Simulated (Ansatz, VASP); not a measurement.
## Al2PO in VASP and in Ansatz

```
Al P O
1.0
     3.37239    0.00000    0.00000
    -1.68619    2.92057    0.00000
     0.00000    0.00000    5.58937
Al P O
2 1 1
Direct
  0.66667 0.33333 0.23943
  0.66667 0.33333 0.76057
  0.33333 0.66667 0.50000
  0.00000 0.00000 0.00000
```

Alike in both runs: functional PBE; k mesh 15 × 15 × 8; occupations gaussian, width 0.1 eV; no spin polarisation.

Ansatz relaxed the structure, and its values are those at the end. VASP's run is a single point on that final structure, the one shown.

|  | VASP | Ansatz |
| --- | --- | --- |
| version | VASP 6.6.1 | Ansatz 0.2.0 |
| potentials or method | VASP PAW PBE potentials, release 64 (Al, P, O) | scalar-relativistic, plane waves, PAW |
| plane-wave cutoff (eV) | 520 | 420 |
| valence electrons in the cell | 17 | 17 |

```tsv
	VASP	Ansatz	Ansatz less VASP
gap on the k mesh at the Fermi level (eV)	none	none	-
pressure (GPa)	-0.1	0.0	+0.13
rms of the force components (eV/Å)	0.006	0.004	-0.0028
```

A gap of «none» marks a metal or a gap that the smearing closes. With one functional, cell and mesh, what is left measures potentials, basis and numerics.

Caveats: an odd number of electrons without spin polarisation forces a metal; a magnetic or distorted state may lie lower.
